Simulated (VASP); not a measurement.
Crystal: Si.

```
Si
1.0
     0.00000    2.72185    2.72185
     2.72185    0.00000    2.72185
     2.72185    2.72185    0.00000
Si
2
Direct
  0.00000 0.00000 0.00000
  0.25000 0.25000 0.25000
```

- Program: VASP 6.6.1
- Task: relaxation of cell and atoms
- Functional: LDA
- Potentials or basis: VASP PAW LDA potentials, release 64 (Si)
- Cutoff: 600 eV
- k mesh: 8 × 8 × 8
- Occupations: gaussian, width 0.02 eV
- Spin: no spin polarisation

At the start: pressure -2.1 GPa; volume 20.16 Å³/atom.

Problem. How do energy, volume and symmetry change on relaxing?

Solution. Over 3 steps the energy falls by 3.0 meV/atom and the volume is 19.72 Å³/atom (-2.2 %); space group Fd-3m (No. 227, to 0.05 Å).

Step by step:
| step | energy change (eV) | largest force (eV/Å) | pressure (GPa) | volume (Å³) |
| --- | --- | --- | --- | --- |
| 1 | 0.0000 | 0.0000 | -2.07 | 40.33 |
| 2 | -0.0030 | 0.0000 | 1.55 | 38.83 |
| 3 | -0.0059 | 0.0000 | 0.00 | 39.44 |

Final structure:
```yaml
crystal:
  lattice:
    - [0.00000, 2.70159, 2.70159]
    - [2.70159, 0.00000, 2.70159]
    - [2.70159, 2.70159, 0.00000]
  atoms:
    - { symbol: Si, position: [0.00000, 0.00000, 0.00000] }
    - { symbol: Si, position: [0.25000, 0.25000, 0.25000] }
```
